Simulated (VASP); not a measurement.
Level of theory: PBE GGA, VASP's PBE PAW potentials (set 64) (plane waves; VASP).

A VASP calculation is set up with these files.

### KPOINTS
```
kpoints
0
Gamma
 12 12 7
0 0 0
```

### POSCAR
```
Ti
4.5527490
  0.3333047792  -0.5720796380   0.0000000000
  0.3333047792   0.5720796380   0.0000000000
  0.0000000000   0.0000000000   1.0000000000
Ti
2
direct
  0.3333330000   0.6666670000   0.2500000000
  0.6736160000   0.3402820000   0.7500000000
```

**INCAR**
```
ALGO = Normal
EDIFF = 1E-6
ENCUT = 400
GGA = PE
ISIF = 2
ISMEAR = 1
LASPH = .TRUE.
LCHARG = .FALSE.
LMAXMIX = 4
LREAL = .FALSE.
LWAVE = .FALSE.
NELM = 100
PREC = Accurate
SIGMA = 0.5
SYSTEM = Ti
```

POTCAR, in this order: Ti_sv (PBE.64 set). Program: vasp_std.

Task: Estimate the energy per atom (σ→0), pressure, band gap (on the k-mesh).

Result: 
```json
{
 "energy per atom (σ→0)": "-7.809 eV/atom",
 "band gap (on the k-mesh)": "none (metal, semimetal or under 0.01 eV)",
 "pressure": "-45.8 kbar"
}
```

**OSZICAR**
```
...
DAV:   8    -0.156095678259E+02   -0.20999E-01   -0.20599E-01 11240   0.611E+00    0.703E-01
DAV:   9    -0.155999540446E+02    0.96138E-02   -0.55599E-02 11712   0.263E+00    0.438E-02
DAV:  10    -0.156000910317E+02   -0.13699E-03   -0.17309E-03 14944   0.329E-01    0.723E-02
DAV:  11    -0.156001434804E+02   -0.52449E-04   -0.15810E-04 11056   0.110E-01    0.182E-02
DAV:  12    -0.156001352774E+02    0.82030E-05   -0.37179E-05 14216   0.388E-02    0.654E-03
DAV:  13    -0.156001366015E+02   -0.13241E-05   -0.84221E-07  7440   0.710E-03    0.388E-03
DAV:  14    -0.156001369518E+02   -0.35038E-06   -0.61878E-07  6312   0.819E-03
   1 F= -.15600137E+02 E0= -.15618543E+02  d E =0.552192E-01
```

The compound is Ti in the hcp structure. The cell was not relaxed at this level, atoms are displaced from their ideal sites. The run is one of a series of settings (SIGMA = 0.5 against the base run), some of them coarse on purpose. VASP warned that the highest band is occupied, so more bands are needed.
